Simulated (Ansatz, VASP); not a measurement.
## Mo3Ru3C2 in VASP and in Ansatz

Contents of INCAR:

```
SYSTEM = Mo3Ru3C2
  PREC = Accurate
  ENCUT = 520
  EDIFF = 1E-7
  ISMEAR = -1
  SIGMA = 0.05
  LREAL = .False.
  LASPH = .True.
  NELM = 80
  ALGO = Normal
  ISIF = 2
  LWAVE = .False.
  LCHARG = .False.
  GGA = PE
  NBANDS = 56
```

The input KPOINTS:

```
regular mesh
0
Gamma
  10 10 2
  0 0 0
```

The input POSCAR:

```
Mo3Ru3C2
1.0
    2.9092692288      0.0000000000      0.0000000000
   -1.4546346144      2.5195010586      0.0000000000
    0.0000000000      0.0000000000     13.8833190660
Ru Mo C
3 3 2
Direct
    0.3367340000      0.6653340000      0.3470950000
    0.0130000000      0.0135560000      0.4974470000
    0.6623300000      0.3340550000      0.6525930000
    0.3486030000      0.6738410000      0.8109700000
   -0.0084180000      0.0017220000      0.0020080000
    0.6494780000      0.3334580000      0.1887390000
    0.6557880000      0.3109170000      0.9017530000
    0.3449970000      0.6552340000      0.0999500000
```

input.yaml

```yaml
crystal:
  lattice:
    - [2.9092692288, 0.0, 0.0]
    - [-1.4546346144, 2.5195010586, 0.0]
    - [0.0, 0.0, 13.883319066]
  atoms:
    - { symbol: Ru, position: [0.336734, 0.665334, 0.347095] }
    - { symbol: Ru, position: [0.013, 0.013556, 0.497447] }
    - { symbol: Ru, position: [0.66233, 0.334055, 0.652593] }
    - { symbol: Mo, position: [0.348603, 0.673841, 0.81097] }
    - { symbol: Mo, position: [-0.008418, 0.001722, 0.002008] }
    - { symbol: Mo, position: [0.649478, 0.333458, 0.188739] }
    - { symbol: C, position: [0.655788, 0.310917, 0.901753] }
    - { symbol: C, position: [0.344997, 0.655234, 0.09995] }
hamiltonian:
  xc: pbe
  pseudopotentials: { kind: paw }
kpoints:
  mp_grid: { grid: [10, 10, 2] }
scf:
  occupations: { method: fermi_dirac, width: 0.05 }
output:
  forces: true
  stress: true
  eigenvalues: true
```

Change from the starting cell: atoms moved at random, drawn with an rms of 0.05 Å.

Alike in both runs: task single point; functional PBE; k mesh 10 × 10 × 2; occupations fermi-dirac, width 0.05 eV; no spin polarisation.

|  | VASP | Ansatz |
| --- | --- | --- |
| version | VASP 6.6.1 | Ansatz 0.2.0 |
| potentials or method | VASP PAW PBE potentials, release 64 (Ru_pv, Mo_sv, C) | Ansatz PAW |
| plane-wave cutoff (eV) | 520 | 420 |
| valence electrons in the cell | 92 | 98 |

|  | VASP | Ansatz | Ansatz less VASP |
| --- | --- | --- | --- |
| gap on the k mesh at the Fermi level (eV) | none | none | - |
| pressure (GPa) | -2.1 | -2.4 | -0.27 |
| largest component of the traceless stress (GPa) | 1.36 | 1.39 | +0.035 |
| rms of the force components (eV/Å) | 0.404 | 0.403 | -0.0010 |

Atom by atom the forces differ by 0.007 eV/Å (rms over components). A gap of «none» marks a metal or a gap that the smearing closes. With one functional, cell and mesh, what is left measures potentials, basis and numerics. The two sets of potentials don't hold the same shells in valence.
